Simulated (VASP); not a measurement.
# CrCuO4: structure and properties in VASP

Aim: relax CrCuO4 with PBEsol + D3(BJ) + U, compute its properties on that cell and hold them against experiment. The steps: first try, relaxing cell and atoms (PBEsol + D3(BJ) + U), second relaxation, single point with fields (PBEsol + D3(BJ) + U), band structure (PBEsol + D3(BJ) + U), density of states (PBEsol + D3(BJ) + U), vibrations at Γ (PBEsol + D3(BJ) + U), independent-particle dielectric function (PBEsol + D3(BJ) + U) and field gradients at the nuclei (PBEsol + D3(BJ) + U). Left out of this account: 1 further run (relaxation: it shows nothing beyond the runs told). The start is a computed cell from the Materials Project.

Main program and level: VASP 6.6.1; PBEsol with D3(BJ), DFT+U (Cr d 4 eV, Cu d 4 eV), spin-polarised from a ferromagnetic start; plane waves and PAW (Cr_pv, Cu, O).

Experimental background.

For CuCrO4, CrVO4 structure type, orthorhombic (polycrystalline, from solution, annealed at 150 C in air, 300 K), “Quasi-one-dimensional antiferromagnetism and multiferroicity in CuCrO4” (2011, arxiv:1106.0662) gives, by x-ray powder diffraction, Rietveld: lattice constant a (a, Cmcm setting) 5.4388 ± 0.0005 Å; lattice constant b (b, Cmcm setting) 8.9723 ± 0.0008 Å; lattice constant c (c, Cmcm setting) 5.8904 ± 0.0006 Å.

This is a report of a sequence of runs, with most program output left out.

### 1. The starting structure

It takes space group Cmcm (No. 63, orthorhombic). Conventional cell: a = 5.483 Å, b = 9.014 Å, c = 5.958 Å, α = 90.00°, β = 90.00°, γ = 90.00°. Cr has 4 O at 1.61 to 1.76 Å nearest. Nearest to Cu lie 6 O at 1.98 to 2.38 Å. Nearest to O lie 1 Cr at 1.76 Å and 2 Cu at 1.98 Å. Nearest to O lie 1 Cr at 1.61 Å and 1 Cu at 2.38 Å. Farther neighbours and most contacts between anions are not listed.

### 2. First try

This run is made with a changed input; what comes of it follows.

INCAR reads:

```
SYSTEM = CrCuO4
PREC = Normal
ENCUT = 220
EDIFF = 1E-06
NELM = 77
ISMEAR = 0
SIGMA = 0.05
LREAL = .FALSE.
ALGO = Normal
GGA = PS
IVDW = 12
NBANDS = 70
ISPIN = 2
MAGMOM = 3 3 0.6 0.6 0 0 0 0 0 0 0 0
LDAU = .TRUE.
LDAUTYPE = 2
LDAUL = 2 2 -1
LDAUU = 4 4 0
LDAUJ = 0 0 0
LDAUPRINT = 1
LASPH = .TRUE.
LMAXMIX = 4
LORBIT = 11
LWAVE = .FALSE.
LCHARG = .FALSE.
KPAR = 8
IBRION = 2
NSW = 30
ISIF = 3
EDIFFG = -0.01
```

POSCAR reads:

```
CrCuO4
1.0
    2.7415770000     -4.5070910000      0.0000000000
    2.7415770000      4.5070910000      0.0000000000
    0.0000000000      0.0000000000      5.9575430000
Cr Cu O
2 2 8
Direct
    0.6325520000      0.3674480000      0.2500000000
    0.3674480000      0.6325520000      0.7500000000
    0.0000000000      0.0000000000      0.5000000000
    0.0000000000      0.0000000000      0.0000000000
    0.7414980000      0.7854460000      0.7500000000
    0.2585020000      0.2145540000      0.2500000000
    0.7854460000      0.7414980000      0.2500000000
    0.2145540000      0.2585020000      0.7500000000
    0.2627300000      0.7372700000      0.9695460000
    0.7372700000      0.2627300000      0.4695460000
    0.2627300000      0.7372700000      0.5304540000
    0.7372700000      0.2627300000      0.0304540000
```

KPOINTS reads:

```
Automatic mesh
0
Gamma
5 5 4
0 0 0
```

Potentials, in the order of the species: Cr_pv, Cu and O (PBE family, release 64).

Started as:

```sh
$ mpirun -np 8 vasp_std
```

It took 59 s on 8 MPI ranks of AMD EPYC 7R43, shared host.

The run ended with an error.

VASP's message: “Orbital orthonormalization failed in the inversion of matrix LAPACK: Routine ZPOTRF failed! kpoint: 1 spin: 1”. No number of this run is used.

The fault in the input: cell relaxed at a low cutoff (ENCUT = 220 and PREC = "Normal"). Relax cells at about 1.3 times the default cutoff with PREC = Accurate.

### 3. Relaxing cell and atoms (PBEsol + D3(BJ) + U)

Properties are meant for the cell that this level of theory prefers, so cell and atoms are relaxed first (ISIF = 3) until forces and stress are small; EDIFFG sets the threshold.

Changes to INCAR since step 2:

```diff
@@ -1,6 +1,6 @@
 SYSTEM = CrCuO4
-PREC = Normal
-ENCUT = 220
+PREC = Accurate
+ENCUT = 520
 EDIFF = 1E-06
-NELM = 77
+NELM = 100
 ISMEAR = 0
@@ -27,3 +27,3 @@
 IBRION = 2
-NSW = 30
+NSW = 60
 ISIF = 3
```

POSCAR is that of step 2.

KPOINTS is that of step 2.

Started as:

```sh
$ mpirun -np 8 vasp_std
```

The job ended after 45 min (8 MPI ranks; peak memory 5.1 GiB).

The magnetic state follows from one typed start and may not be the lowest. Experiment finds antiferromagnetic order in this phase (below 8.2 K, arxiv:1106.0662), so this ferromagnetic run describes another state. The gap is read on the k-mesh alone, so it is an upper bound where the band edges lie off the mesh. Direct gaps are counted within one spin. The valence top and the conduction bottom belong to opposite spins. The PAW data sets were made with PBE, which is usual practice but a small mismatch for other functionals. After so large a change of volume the plane waves of the start cell no longer fit, so the final stress carries a basis-set error. The run keeps the 8 symmetry operations of its start, so it cannot find a distortion of lower symmetry.

The steps of the relaxation (22 of 38):

```tsv
step	energy less that of the first step (eV)	largest force (eV/Å)	pressure (GPa)	volume (Å³)
1	0.0000	0.8920	-9.05	147.23
3	-0.1765	0.8894	-2.17	142.50
5	-0.2257	0.5217	-0.88	140.02
6	-0.2592	0.2178	0.43	137.21
8	-0.2709	0.1885	-0.68	137.03
10	-0.2782	0.1544	-0.76	136.54
12	-0.2822	0.2616	-0.24	135.90
13	-0.2839	0.1319	-0.22	135.69
15	-0.2846	0.0959	-0.08	135.46
17	-0.2861	0.0738	0.44	135.03
19	-0.2867	0.0285	0.06	135.08
20	-0.2868	0.0203	0.01	135.11
22	-0.2869	0.0629	0.01	135.17
24	-0.2873	0.0360	-0.11	135.22
26	-0.2876	0.0284	0.04	135.21
27	-0.2876	0.0312	-0.10	135.20
29	-0.2877	0.0455	0.05	135.16
31	-0.2878	0.0209	0.10	135.08
33	-0.2879	0.0130	0.01	135.13
34	-0.2879	0.0142	-0.06	135.14
36	-0.2879	0.0420	-0.02	135.13
38	-0.2880	0.0074	0.02	135.11
```

```tsv
conventional cell, symmetrised	before	after	change
a (Å)	5.483	5.397	-1.6 %
b (Å)	9.014	8.623	-4.3 %
c (Å)	5.958	5.806	-2.5 %
volume (Å³/atom)	12.27	11.26	-8.2 %
```

The atoms that moved most (Å, as changes of fractional coordinates times the final cell):

```tsv
atom	dx	dy	dz	length
O8	0.005	-0.035	0.000	0.035
O6	0.005	0.035	0.000	0.035
O7	-0.005	0.035	0.000	0.035
O5	-0.005	-0.035	0.000	0.035
O12	0.000	-0.010	-0.024	0.026
O10	0.000	-0.010	0.024	0.026
O11	0.000	0.010	-0.024	0.026
O9	0.000	0.010	0.024	0.026
```

Final coordinates:

```xyz
12
Lattice="2.6987 -4.3114 0.0000 2.6987 4.3114 0.0000 0.0000 0.0000 5.8064" Properties=species:S:1:pos:R:3 pbc="T T T"
Cr    2.6987   -1.1328    1.4516
Cr    2.6987    1.1328    4.3548
Cu    0.0000    0.0000    2.9032
Cu    0.0000    0.0000    0.0000
O     4.1161    0.1548    4.3548
O     1.2812   -0.1548    1.4516
O     4.1161   -0.1548    1.4516
O     1.2812    0.1548    4.3548
O     2.6987    2.0563    5.6539
O     2.6987   -2.0563    2.7507
O     2.6987    2.0563    3.0558
O     2.6987   -2.0563    0.1525
```

This step gave:

```yaml
electrons: 94
bands: 70
irreducible_k_points: 27
symmetry_operations: 8
free_energy_toten: -76.6480 eV
fermi_energy: 2.683 eV
pressure: 0.02249 GPa
moment_of_the_cell_from_the_last_line_of_the_log: 2 μB
metallic: no
valence_top_at_k: -0.4, 0.4, 0
conduction_bottom_at_k: 0, 0, 0.5
least_direct_gap_on_the_k_mesh_within_one_spin: 1.284 eV
scf_cycles_over_all_ionic_steps: 290
gap_on_the_k_mesh: 1.089 eV
```

Spin moment in the PAW sphere by atom:

```tsv
atom	spin moment in the PAW sphere (μB)
Cr1	0.015
Cr2	0.015
Cu3	0.670
Cu4	0.670
O5	0.102
O6	0.102
O7	0.102
O8	0.102
O9	0.035
O10	0.035
O11	0.035
O12	0.035
```

It ends with a largest force of 0.007 eV/Å and a pressure of 0.02 GPa.

### 4. Second relaxation

The basis stayed that of the start cell while the cell moved. A rerun from the cell reached resets it; the error of the finite cutoff stays.

INCAR is that of step 3.

POSCAR reads:

```
CrCuO4
1.0
    2.6986580618     -4.3113553314      0.0000000000
    2.6986580618      4.3113553314      0.0000000000
    0.0000000000      0.0000000000      5.8064337581
Cr Cu O
2 2 8
Direct
    0.6313759221      0.3686240779      0.2500000000
    0.3686240779      0.6313759221      0.7500000000
    0.0000000000      0.0000000000      0.5000000000
    0.0000000000      0.0000000000      0.0000000000
    0.7446786813      0.7805762232      0.7500000000
    0.2553213187      0.2194237768      0.2500000000
    0.7805762232      0.7446786813      0.2500000000
    0.2194237768      0.2553213187      0.7500000000
    0.2615208620      0.7384791380      0.9737275210
    0.7384791380      0.2615208620      0.4737275210
    0.2615208620      0.7384791380      0.5262724790
    0.7384791380      0.2615208620      0.0262724790
```

KPOINTS is that of step 3.

Started as:

```sh
$ mpirun -np 8 vasp_std
```

The job ended after 4.4 min (8 MPI ranks; peak memory 4.4 GiB; 35 min of CPU time).

Little changed from the start: no atom moved by 0.005 Å and no cell edge by 0.1 %.

This step gave:

* free energy (TOTEN): -76.6311 eV
* pressure: -0.002797 GPa
* least direct gap on the k-mesh, within one spin: 1.283 eV
* SCF cycles over all ionic steps: 32

It ends with a largest force of 0.008 eV/Å and a pressure of 0.00 GPa. The volume moved by under 0.01 %: the run met its threshold at the first step.

### 5. Single point with fields (PBEsol + D3(BJ) + U)

A single point on the relaxed cell gives a clean self-consistent state, with density, ELF and potential written out.

Changes to INCAR since step 4:

```diff
@@ -24,7 +24,5 @@
 LWAVE = .FALSE.
-LCHARG = .FALSE.
-KPAR = 8
-IBRION = 2
-NSW = 60
-ISIF = 3
-EDIFFG = -0.01
+LCHARG = .TRUE.
+ISIF = 2
+LELF = .TRUE.
+LVHAR = .TRUE.
```

POSCAR is that of step 4.

KPOINTS is that of step 4.

Started as:

```sh
$ mpirun -np 8 vasp_std
```

Wall time 7.2 min (8 MPI ranks); peak memory 1.5 GiB.

With spin, VASP writes an ELF for each channel.

This step gave:

```
SCF cycles                                        : 51
bands                                             : 72
Fermi energy                                      : 2.552 eV
pressure                                          : 0.006526 GPa
moment of the cell, from the last line of the log : -2.000 μB
gap on the k-mesh                                 : 1.088 eV
```

Spin moment in the PAW sphere by atom:

```tsv
atom	spin moment in the PAW sphere (μB)
Cr1	-0.015
Cr2	-0.015
Cu3	-0.670
Cu4	-0.670
O5	-0.102
O6	-0.102
O7	-0.102
O8	-0.102
O9	-0.035
O10	-0.035
O11	-0.035
O12	-0.035
```

Valence electrons inside each PAW sphere by angular momentum. Sphere charges, by row:

```tsv
atom	s (e)	p (e)	d (e)	tot (e)
Cr1	0.544	6.719	4.545	11.81
Cr2	0.544	6.719	4.545	11.81
Cu3	0.348	0.408	9.12	9.877
Cu4	0.348	0.408	9.12	9.877
O5	1.566	3.437	0	5.003
O6	1.566	3.437	0	5.003
O7	1.566	3.437	0	5.003
O8	1.566	3.437	0	5.003
O9	1.604	3.338	0	4.942
O10	1.604	3.338	0	4.942
O11	1.604	3.338	0	4.942
O12	1.604	3.338	0	4.942
```

Spin density in the bc plane of the conventional cell at fractional x = 0.000, with atoms of Cr and Cu and O within 0.2 Å of it.

Ten even steps from '_' (-1.2 e/Å³) to '@' (0.0 e/Å³), each cell a mean:
```
::%%@@@@@@@@@@@@@@@@@@@@@@@@@@@@@@@@@@@@@@@@@@++
%%@@@@@@@@@@@@@@@@@@@@@@@@@@@@@@@@@@@@@@@@@@@@@@
@@@@@@@@@@@@@@@@@@@@@@@@@@@@@@@@@@@@@@@@@@@@@@@@
@@@@@@@@@@@@@@@@@@@@@@@@@@@@@@@@@@@@@@@@@@@@@@@@
@@@@@@@@@@@@@@@@@@@@@@@@@@@@@@@@@@@@@@@@@@@@@@@@
@@@@@@@@@@@@@@@@@@@@@@@@@@@@@@@@@@@@@@@@@@@@@@@@
**@@@@@@@@@@@@@@@@@@@@@@@@@@@@@@@@@@@@@@@@@@@@%%
__%%@@@@@@@@@@@@@@@@@@@@@@@@@@@@@@@@@@@@@@@@@@==
::%%@@@@@@@@@@@@@@@@@@@@@@@@@@@@@@@@@@@@@@@@@@++
%%@@@@@@@@@@@@@@@@@@@@@@@@@@@@@@@@@@@@@@@@@@@@@@
@@@@@@@@@@@@@@@@@@@@@@@@@@@@@@@@@@@@@@@@@@@@@@@@
@@@@@@@@@@@@@@@@@@@@@@@@@@@@@@@@@@@@@@@@@@@@@@@@
@@@@@@@@@@@@@@@@@@@@@@@@@@@@@@@@@@@@@@@@@@@@@@@@
@@@@@@@@@@@@@@@@@@@@@@@@@@@@@@@@@@@@@@@@@@@@@@@@
**@@@@@@@@@@@@@@@@@@@@@@@@@@@@@@@@@@@@@@@@@@@@##
__%%@@@@@@@@@@@@@@@@@@@@@@@@@@@@@@@@@@@@@@@@@@--
```
Columns run along b (8.6 Å), rows up along c (5.8 Å), edges of the conventional cell, whose origin can differ from the input's. Atoms in or near the plane, at fractional coordinates: Cr at (0.37, 0.25), Cr at (0.63, 0.75), Cu at (0.00, 0.50), Cu at (0.00, 0.00), O at (0.74, 0.97), O at (0.26, 0.47), O at (0.74, 0.53), O at (0.26, 0.03).

Electrostatic potential energy in the bc plane of the conventional cell at fractional x = 0.000, with atoms of Cr and Cu and O within 0.2 Å of it. With pseudopotentials it is smooth inside the atoms' cores, unlike the true potential.

Ten even steps from '_' (-55 eV) to '@' (7 eV), each cell a mean:
```
..--**@@@@++::++@@@@@@@@@@@@%%%%==____++@@%%==..
==++%%@@@@@@%%@@@@@@@@@@@@##**++++::--%%@@@@##==
##%%@@@@@@@@@@@@@@@@@@@@%%++::..::++%%@@@@@@@@%%
@@@@@@@@@@@@@@@@@@@@@@@@##--______==%%@@@@@@@@@@
%%@@@@@@@@@@@@@@@@@@@@@@%%==____..++%%@@@@@@@@@@
**##@@@@@@@@@@@@@@@@@@@@%%**--::--++##@@@@@@%%**
::==##@@@@%%**%%@@@@@@@@@@%%####==....**@@%%++--
__::**@@%%::__::%%@@@@@@@@@@@@%%==____++@@%%==..
..--**@@%%..__..##%%%%@@@@@@@@@@##::--##@@%%==..
==++%%@@@@++::==++++##%%@@@@@@@@@@%%%%@@@@@@##==
##%%@@@@@@%%##--....--##@@@@@@@@@@@@@@@@@@@@@@%%
@@@@@@@@@@@@**::____..**@@@@@@@@@@@@@@@@@@@@@@@@
%%@@@@@@@@@@##::____::**@@@@@@@@@@@@@@@@@@@@@@@@
**##@@@@@@%%**==----++%%@@@@@@@@@@@@@@@@@@@@%%**
::==##@@%%--__::**##%%%%@@@@@@@@@@****@@@@%%++--
__::**@@##......##@@@@@@@@@@@@@@++....**@@%%==..
```
Columns run along b (8.6 Å; values clipped at the 3rd and 97th percentile), rows up along c (5.8 Å), edges of the conventional cell, whose origin can differ from the input's. Atoms in or near the plane, at fractional coordinates: Cr at (0.37, 0.25), Cr at (0.63, 0.75), Cu at (0.00, 0.50), Cu at (0.00, 0.00), O at (0.74, 0.97), O at (0.26, 0.47), O at (0.74, 0.53), O at (0.26, 0.03).

Valence density in the bc plane of the conventional cell at fractional x = 0.000, with atoms of Cr and Cu and O within 0.2 Å of it. It is the smooth field of the valence electrons, not physical close to the nuclei.

Ten even steps from '_' (0 e/Å³) to '@' (15 e/Å³), each cell a mean:
```
##--______..::..________________..====..____..**
..______________________________..::..________..
____________________________::==::______________
__________________________..++##==..____________
__________________________..==**--______________
____________________________..::....____________
==..________..__________________..----..______--
@@==______::==::________________..====..____..##
##--______--==--__________________::::______..++
..________..::....____________________________..
______________..----..__________________________
______________::**##--__________________________
______________::++++::__________________________
____________....::::____________________________
==..______::--::__________________....________--
@@==______--++--________________..----..____..##
```
Columns run along b (8.6 Å), rows up along c (5.8 Å), edges of the conventional cell, whose origin can differ from the input's. Atoms in or near the plane, at fractional coordinates: Cr at (0.37, 0.25), Cr at (0.63, 0.75), Cu at (0.00, 0.50), Cu at (0.00, 0.00), O at (0.74, 0.97), O at (0.26, 0.47), O at (0.74, 0.53), O at (0.26, 0.03).

In this run the pressure is 0.01 GPa, small enough to go on.

[end of part 1 of 2]

[Lines on the potential files, build, host, timing and source positions are cut from VASP's logs without a mark.]

[Logs are printed without paths, hosts, clocks, repeated set-up lines and the standing remarks that a program may print on its own settings, such as how far it seeks lower states.]

[Hosts, paths, dates, database ids (printed as entryN), source tags and the programs' standing remarks are cut or masked in the printed files.]

[Measured values are set beside computed ones only where the two were judged alike; some that the calculation misses by far are left out.]

[In band tables of VASP the shares of atoms and orbitals are scaled to a sum of 1 inside the atoms' spheres.]
